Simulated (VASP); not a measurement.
Be3CdTe4:

```
CELL_PARAMETERS angstrom
8.00000 0.00000 0.00000
0.00000 6.95000 0.00000
0.00000 0.00000 6.65000
ATOMIC_POSITIONS crystal
Be 0.75000 0.67000 0.50000
Be 0.25000 0.67000 0.50000
Be 0.50000 0.83000 0.00000
Be 0.00000 0.17000 0.50000
Be 0.25000 0.33000 0.00000
Be 0.75000 0.33000 0.00000
Cd 0.00000 0.83000 0.00000
Cd 0.50000 0.17000 0.50000
Te 0.00000 0.83000 0.39000
Te 0.50000 0.83000 0.37000
Te 0.75000 0.67000 0.87000
Te 0.25000 0.67000 0.87000
Te 0.25000 0.33000 0.37000
Te 0.75000 0.33000 0.37000
Te 0.50000 0.17000 0.89000
Te 0.00000 0.17000 0.87000
```

The cell was built by a generator and needn't be a form met in nature.

* Program: VASP 6.6.1
* Task: relaxation of cell and atoms
* Functional: PBE
* Potentials or basis: VASP PAW PBE potentials, release 64 (Be, Cd, Te)
* Cutoff: 520 eV
* k mesh: 2 × 2 × 2
* Occupations: gaussian, width 0.15 eV
* Spin: no spin polarisation

At the start: pressure 10.1 GPa; volume 23.11 Å³/atom.

How do energy, volume and symmetry change on relaxing?

Over 14 steps the energy falls by 232.5 meV/atom and the volume is 25.73 Å³/atom (+11.3 %); space group Pmn2_1 (No. 31, to 0.05 Å).

Step by step:
| step | energy change (eV) | largest force (eV/Å) | pressure (GPa) | volume (Å³) |
| --- | --- | --- | --- | --- |
| 1 | 0.0000 | 4.2295 | 10.11 | 369.74 |
| 2 | -2.9295 | 0.8362 | -3.80 | 453.24 |
| 3 | -3.2220 | 1.0552 | -1.58 | 428.63 |
| 4 | -3.5535 | 0.5872 | -0.63 | 417.76 |
| 5 | -3.6681 | 0.1848 | 0.72 | 404.63 |
| 6 | -3.6717 | 0.2303 | 0.52 | 406.41 |
| 7 | -3.7085 | 0.1593 | 0.11 | 409.73 |
| 8 | -3.7092 | 0.1606 | -0.03 | 410.52 |
| 9 | -3.7093 | 0.1607 | -0.05 | 410.38 |
| 10 | -3.7091 | 0.1593 | 0.00 | 410.06 |
| 11 | -3.7093 | 0.1601 | 0.05 | 410.20 |
| 12 | -3.7093 | 0.1603 | 0.03 | 410.30 |
| 13 | -3.7149 | 0.1186 | 0.00 | 410.80 |
| 14 | -3.7199 | 0.0630 | -0.08 | 411.68 |

Final structure:
```yaml
crystal:
  lattice:
    - [8.38624, 0.00000, 0.00000]
    - [0.00000, 7.17227, 0.00000]
    - [0.00000, 0.00000, 6.84434]
  atoms:
    - { symbol: Be, position: [0.74970, 0.66244, 0.49922] }
    - { symbol: Be, position: [0.25030, 0.66244, 0.49922] }
    - { symbol: Be, position: [0.50000, 0.82414, 0.99813] }
    - { symbol: Be, position: [0.00000, 0.17586, 0.49813] }
    - { symbol: Be, position: [0.24970, 0.33756, 0.99922] }
    - { symbol: Be, position: [0.75030, 0.33756, 0.99922] }
    - { symbol: Cd, position: [0.00000, 0.83287, 0.00536] }
    - { symbol: Cd, position: [0.50000, 0.16713, 0.50536] }
    - { symbol: Te, position: [0.00000, 0.84028, 0.41663] }
    - { symbol: Te, position: [0.50000, 0.79736, 0.36029] }
    - { symbol: Te, position: [0.72679, 0.65263, 0.86058] }
    - { symbol: Te, position: [0.27321, 0.65263, 0.86058] }
    - { symbol: Te, position: [0.22679, 0.34737, 0.36058] }
    - { symbol: Te, position: [0.77321, 0.34737, 0.36058] }
    - { symbol: Te, position: [0.50000, 0.15972, 0.91663] }
    - { symbol: Te, position: [0.00000, 0.20264, 0.86029] }
```

Caveat: the k mesh is coarse (spacing up to 0.47 Å⁻¹), so the values aren't converged.
